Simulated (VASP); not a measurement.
A VASP calculation is set up with these files.

### POSCAR
```
MgI2
17.484950
  0.1218850335  -0.2111110446   0.0000000000
  0.1218850335   0.2111110446   0.0000000000
  0.0000000000   0.0000000000   0.4999999965
Mg I
1 2
Cart
  0.0000000000   0.0000000000   0.4999999965
  0.1218850335   0.0703704889   0.0958670271
  0.1218850335  -0.0703704889   0.4041329693
```

### KPOINTS
```
Automatic mesh
0
Gamma
7 7 3
0 0 0
```

INCAR:
```
SYSTEM = MgI2
PREC = Accurate
ENCUT = 520
EDIFF = 1E-7
NELM = 100
ALGO = Normal
LREAL = .FALSE.
LASPH = .TRUE.
ISMEAR = -5
GGA = RE
LMAXMIX = 4
LWAVE = .FALSE.
LCHARG = .TRUE.
LORBIT = 11
NEDOS = 601
ISIF = 2
LEFG = .TRUE.
```

POTCAR, in this order: Mg I (PBE.64 set). Program: vasp_std.

### Question
Translate this revPBE calculation to Quantum ESPRESSO's pw.x.

### Answer
One equivalent input (not run):
```
&CONTROL
  calculation = 'scf'
  pseudo_dir = './pseudo'
  outdir = './out'
  tprnfor = .true.
  tstress = .true.
/
&SYSTEM
  ibrav = 0
  nat = 3
  ntyp = 2
  ecutwfc = 84
  occupations = 'tetrahedra'
  input_dft = 'revpbe'
/
&ELECTRONS
  conv_thr = 7.3e-09
  electron_maxstep = 100
/
ATOMIC_SPECIES
  Mg 24.305 Mg.upf
  I 126.904 I.upf
CELL_PARAMETERS angstrom
     2.1311537   -3.6912661    0.0000000
     2.1311537    3.6912661   -0.0000000
     0.0000000   -0.0000000    8.7424749
ATOMIC_POSITIONS crystal
  Mg   0.0000000  0.0000000  1.0000000
  I    0.3333330  0.6666670  0.1917341
  I    0.6666670  0.3333330  0.8082659
K_POINTS automatic
  7 7 3 0 0 0
```
Limits of the translation: the potentials are each code's own (VASP's PAW set, PseudoDojo norm-conserving files in pw.x), so ENCUT and ecutwfc are chosen apart and not converted; conv_thr bounds pw.x's estimated SCF error, while EDIFF bounds the energy change between steps; the field gradients of LEFG aren't asked of the other code.

The compound is MgI2 in the 1T layered structure. It was relaxed first, which changed the volume by +34 %.
